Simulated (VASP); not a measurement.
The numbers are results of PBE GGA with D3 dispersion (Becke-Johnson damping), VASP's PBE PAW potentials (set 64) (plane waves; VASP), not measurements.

The input files of a VASP run:

POSCAR:
```
Bi2Te3
1
    4.3820600551     0.0000000000     0.0000000000
   -2.1910300275     3.7949750597    -0.0000000000
    0.0000000000     0.0000000000    30.3842153588
Bi Te
6 9
Direct
  0.3333330000   0.6666670000   0.2669267390
  0.3333330000   0.6666670000   0.0664072610
  0.0000000000   0.0000000000   0.6002597390
  0.0000000000   0.0000000000   0.3997402610
  0.6666670000   0.3333330000   0.9335927390
  0.6666670000   0.3333330000   0.7330732610
  0.0000000000   0.0000000000   0.0000000000
  0.6666670000   0.3333330000   0.1236106978
  0.0000000000   1.0000000000   0.2097223022
  0.6666670000   0.3333330000   0.3333330000
  0.3333330000   0.6666670000   0.4569446978
  0.6666670000   0.3333330000   0.5430553022
  0.3333330000   0.6666670000   0.6666670000
  1.0000000000   0.0000000000   0.7902776978
  0.3333330000   0.6666670000   0.8763893022
```

KPOINTS:
```
Automatic mesh
0
Gamma
5 5 1
0 0 0
```

INCAR:
```
! general
SYSTEM   =  Bi2Te3
PREC     =  Accurate
ENCUT    =  480
LREAL    =  Auto   ! projection in real space or not
LASPH    =  .True.   ! aspherical one-centre terms

! electronic loop
EDIFF    =  1E-6   ! SCF stop (eV)
NELM     =  100   ! most electronic steps
ALGO     =  Normal   ! blocked Davidson
LMAXMIX  =  4

! smearing
ISMEAR   =  0
SIGMA    =  0.05   ! width (eV)

! functional
GGA      =  PE
IVDW     =  12   ! D3, Becke-Johnson

! ions
IBRION   =  2
NSW      =  60   ! most ionic steps
ISIF     =  3
EDIFFG   =  -0.02

! output
LWAVE    =  .False.
LCHARG   =  .False.
```

POTCAR, in this order: Bi_d Te (PBE.64 set). Program: vasp_std.

Unless said otherwise, spin-orbit coupling is left out, though it shifts the bands of the heavy elements here.

Problem. Predict the energy per atom (σ→0), dispersion energy, volume per atom, band gap (on the k-mesh).

Solution. 
| Property | Result |
|---|---|
| energy per atom (σ→0) | -4.116 eV/atom |
| dispersion energy | -6.748 eV |
| band gap (on the k-mesh) | 0.27 eV |
| volume per atom | 33.71 Å^3/atom |

**OSZICAR**
```
...
DAV:   1    -0.549886554313E+02   -0.50457E-02   -0.59967E-02  1210   0.988E-01    0.134E-01
DAV:   2    -0.549883123049E+02    0.34313E-03   -0.14080E-03  1042   0.244E-01    0.612E-02
DAV:   3    -0.549882255806E+02    0.86724E-04   -0.24089E-04  1176   0.904E-02    0.275E-02
DAV:   4    -0.549882085138E+02    0.17067E-04   -0.43128E-05  1116   0.352E-02    0.804E-03
DAV:   5    -0.549882061763E+02    0.23375E-05   -0.56029E-06   792   0.124E-02    0.637E-03
DAV:   6    -0.549882036506E+02    0.25257E-05   -0.77484E-07   520   0.554E-03    0.127E-03
DAV:   7    -0.549882035206E+02    0.12993E-06   -0.43259E-07   520   0.456E-03
   2 F= -.61736437E+02 E0= -.61736436E+02  d E =-.166276E-03
```

The compound is Bi2Te3 in the tetradymite structure. This run relaxes it. Symmetry was kept, so distortions that lower it aren't found. The start is the result of an earlier pass.
